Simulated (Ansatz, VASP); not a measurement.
# Sr3W4 in VASP and in Ansatz

```
Sr W
1.0
     5.86049    0.00000    0.00000
     0.00000    5.86049    0.00000
     0.00000    0.00000    5.86049
Sr W
3 4
Direct
  0.50000 0.50000 0.00000
  0.00000 0.50000 0.50000
  0.50000 0.00000 0.50000
  0.50000 0.50000 0.50000
  0.50000 0.00000 0.00000
  0.00000 0.50000 0.00000
  0.00000 0.00000 0.50000
```

Change from the starting cell: species swapped into the W3N4 type (Pm-3m, No. 221).

Alike in both runs: task relaxation of cell and atoms; functional PBE; k mesh 6 × 6 × 6; occupations gaussian, width 0.1 eV; no spin polarisation.

```csv
,VASP,Ansatz
version,VASP 6.6.1,Ansatz 0.2.0
potentials or method,"VASP PAW PBE potentials, release 64 (Sr_sv, W_sv)","scalar-relativistic, plane waves, PAW"
plane-wave cutoff (eV),600,420
valence electrons in the cell,86,86
```

|  | VASP | Ansatz | Ansatz less VASP |
| --- | --- | --- | --- |
| gap on the k mesh at the Fermi level, each at its own relaxed structure (eV) | none | none | - |
| relaxed volume (Å³/atom) | 28.80 | 28.54 | -0.265 |
| relaxed cell length with the largest relative difference (Å) | 5.864 | 5.846 | -0.0181 |

A gap of «none» marks a metal or a gap that the smearing closes.

The runs have no spin-orbit coupling, so splittings on W are missing.
